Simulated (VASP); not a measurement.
OSZICAR of a VASP run on GaAs (zinc blende):

OSZICAR:
```
       N       E                     dE             d eps       ncg     rms          rms(c)
DAV:   1     0.834822963263E+02    0.83482E+02   -0.95078E+03   528   0.186E+03
DAV:   2    -0.146074686195E+01   -0.84943E+02   -0.82609E+02   550   0.329E+02
DAV:   3    -0.766207114178E+01   -0.62013E+01   -0.61659E+01   665   0.751E+01
DAV:   4    -0.776976458053E+01   -0.10769E+00   -0.10766E+00   594   0.110E+01
DAV:   5    -0.777188336354E+01   -0.21188E-02   -0.21187E-02   663   0.130E+00    0.296E+00
DAV:   6    -0.764705891945E+01    0.12482E+00   -0.23896E-01   804   0.940E+00    0.182E+00
DAV:   7    -0.763432737355E+01    0.12732E-01   -0.76226E-02   707   0.230E+00    0.575E-01
DAV:   8    -0.763725776228E+01   -0.29304E-02   -0.11823E-02   570   0.151E+00    0.106E-01
DAV:   9    -0.763803838839E+01   -0.78063E-03   -0.14461E-03   625   0.493E-01    0.595E-02
DAV:  10    -0.763816816571E+01   -0.12978E-03   -0.12408E-04   620   0.121E-01    0.333E-02
DAV:  11    -0.763828351951E+01   -0.11535E-03   -0.23963E-04   540   0.113E-01    0.506E-03
DAV:  12    -0.763828442660E+01   -0.90709E-06   -0.28629E-06   657   0.244E-02
   1 F= -.76382844E+01 E0= -.76382844E+01  d E =-.763828E+01
       N       E                     dE             d eps       ncg     rms          rms(c)
DAV:   1    -0.912447289364E+01   -0.14862E+01   -0.22044E+01   680   0.105E+02    0.674E+00
DAV:   2    -0.802617318402E+01    0.10983E+01   -0.16658E+00   630   0.248E+01    0.331E+00
DAV:   3    -0.770988697995E+01    0.31629E+00   -0.57129E-01   675   0.145E+01    0.505E-01
DAV:   4    -0.768680808223E+01    0.23079E-01   -0.49633E-02   610   0.415E+00    0.246E-01
DAV:   5    -0.768377853940E+01    0.30295E-02   -0.38202E-03   600   0.982E-01    0.962E-02
DAV:   6    -0.768332574037E+01    0.45280E-03   -0.22619E-03   625   0.101E+00    0.241E-02
DAV:   7    -0.768336281727E+01   -0.37077E-04   -0.15634E-04   648   0.201E-01    0.745E-03
DAV:   8    -0.768336360817E+01   -0.79090E-06   -0.34686E-05   570   0.103E-01    0.231E-03
DAV:   9    -0.768336387320E+01   -0.26504E-06   -0.10966E-06   415   0.123E-02
   2 F= -.76833639E+01 E0= -.76832512E+01  d E =-.450794E-01
       N       E                     dE             d eps       ncg     rms          rms(c)
DAV:   1    -0.778350610580E+01   -0.10014E+00   -0.12889E+00   675   0.214E+01    0.179E+00
DAV:   2    -0.770873041266E+01    0.74776E-01   -0.14758E-01   635   0.937E+00    0.814E-01
DAV:   3    -0.769034880668E+01    0.18382E-01   -0.22610E-02   685   0.290E+00    0.189E-01
DAV:   4    -0.768864564461E+01    0.17032E-02   -0.20742E-03   588   0.647E-01    0.624E-02
DAV:   5    -0.768840593405E+01    0.23971E-03   -0.18409E-04   597   0.205E-01    0.128E-02
DAV:   6    -0.768840533126E+01    0.60279E-06   -0.11023E-05   787   0.400E-02    0.684E-03
DAV:   7    -0.768840719681E+01   -0.18655E-05   -0.43826E-06   590   0.279E-02    0.197E-03
DAV:   8    -0.768840692097E+01    0.27584E-06   -0.69221E-07   395   0.116E-02
   3 F= -.76884069E+01 E0= -.76883316E+01  d E =-.501225E-01
```

### Question
Which electronic solver shows in the log?

### Answer
It is blocked Davidson (ALGO = Normal, or the opening steps of other solvers). The INCAR had ALGO = Normal.

### Question
Can the final energy be trusted as converged?

### Answer
The calculation finished and met its thresholds. It stopped with EDIFF = 1E-6, NELM = 100, NSW = 60 and EDIFFG = -0.01 after 3 ionic steps (revPBE GGA, plane waves, VASP's PBE PAW potentials (set 64)). Energy and stress use the plane-wave basis of the starting cell.

The compound is GaAs in the zinc blende structure. This run relaxes it. Symmetry was kept, so distortions that lower it aren't found.
